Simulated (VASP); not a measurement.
OSZICAR of a VASP run on SiC (wurtzite):

File OSZICAR:
```
       N       E                     dE             d eps       ncg     rms          rms(c)
DAV:   1     0.291054546565E+02    0.29105E+02   -0.75442E+03   720   0.127E+03
DAV:   2    -0.413906883835E+02   -0.70496E+02   -0.64163E+02  1088   0.220E+02
DAV:   3    -0.445214551087E+02   -0.31308E+01   -0.31076E+01   928   0.446E+01
DAV:   4    -0.445608400879E+02   -0.39385E-01   -0.39330E-01   908   0.614E+00
DAV:   5    -0.445615948952E+02   -0.75481E-03   -0.75461E-03   920   0.766E-01    0.133E+01
DAV:   6    -0.411023608103E+02    0.34592E+01   -0.80615E+00   720   0.360E+01    0.730E+00
DAV:   7    -0.413618720486E+02   -0.25951E+00   -0.89943E+00   796   0.207E+01    0.323E+00
DAV:   8    -0.419697035910E+02   -0.60783E+00   -0.12584E+00   784   0.868E+00    0.186E+00
DAV:   9    -0.419531239568E+02    0.16580E-01   -0.18071E-01   852   0.355E+00    0.541E-01
DAV:  10    -0.419570901934E+02   -0.39662E-02   -0.59296E-02   788   0.288E+00    0.154E-01
DAV:  11    -0.420033906003E+02   -0.46300E-01   -0.25899E-02   804   0.181E+00    0.889E-02
DAV:  12    -0.420026050177E+02    0.78558E-03   -0.90731E-04   916   0.317E-01    0.706E-02
DAV:  13    -0.420047812730E+02   -0.21763E-02   -0.14570E-03   800   0.350E-01    0.202E-02
DAV:  14    -0.420048255515E+02   -0.44279E-04   -0.13328E-04   800   0.111E-01    0.861E-03
DAV:  15    -0.420048223079E+02    0.32436E-05   -0.57155E-06   896   0.311E-02    0.672E-03
DAV:  16    -0.420048420612E+02   -0.19753E-04   -0.52756E-06   828   0.263E-02    0.211E-03
DAV:  17    -0.420048411978E+02    0.86347E-06   -0.22741E-07   692   0.611E-03    0.142E-03
DAV:  18    -0.420048417422E+02   -0.54446E-06   -0.97688E-08   568   0.338E-03    0.446E-04
DAV:  19    -0.420048417052E+02    0.37002E-07   -0.71271E-08   464   0.319E-03
   1 F= -.42004842E+02 E0= -.42004842E+02  d E =-.420048E+02
```

### Question
Which electronic solver shows in the log?

### Answer
It is blocked Davidson (ALGO = Normal, or the opening steps of other solvers). The INCAR had ALGO = Normal.

### Question
Can the final energy be trusted as converged?

### Answer
The run converged. It stopped with EDIFF = 1E-7, NELM = 100, NSW = 30 and EDIFFG = -0.01 after 1 ionic step (TPSS meta-GGA, plane waves, VASP's PBE PAW potentials (set 64)).

The compound is SiC in the wurtzite structure, the rare 2H polytype. It was relaxed first.
